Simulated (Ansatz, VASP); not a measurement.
**One calculation of CuPt, two programs**

```xyz
2
Lattice="1.3416 0.7746 4.1912 -1.3416 0.7746 4.1912 0.0000 -1.5491 4.1912" Properties=species:S:1:pos:R:3 pbc="T T T"
Cu    0.0000    0.0000    0.0000
Pt    0.0000    0.0000    6.2869
```

Alike in both runs: functional LDA; k mesh 18 × 18 × 18; occupations gaussian, width 0.1 eV; no spin polarisation.

Ansatz relaxed the structure, and its values are those at the end. VASP's run is a single point on that final structure, the one shown.

|  | VASP | Ansatz |
| --- | --- | --- |
| version | VASP 6.6.1 | Ansatz 0.2.0 |
| potentials or method | VASP PAW LDA potentials, release 64 (Cu, Pt) | scalar-relativistic, plane waves, PAW |
| plane-wave cutoff (eV) | 520 | 420 |
| valence electrons in the cell | 21 | 37 |

VASP gave:

```
gap on the k mesh at the Fermi level (eV) : none
pressure (GPa)                            : 0.5
```

Q: What did Ansatz give for the same quantities?

A: gap on the k mesh at the Fermi level (eV): none; pressure (GPa): 0.0.

A gap of «none» marks a metal or a gap that the smearing closes. The two sets of potentials don't hold the same shells in valence.

The runs have no spin-orbit coupling, so splittings on Pt are missing.
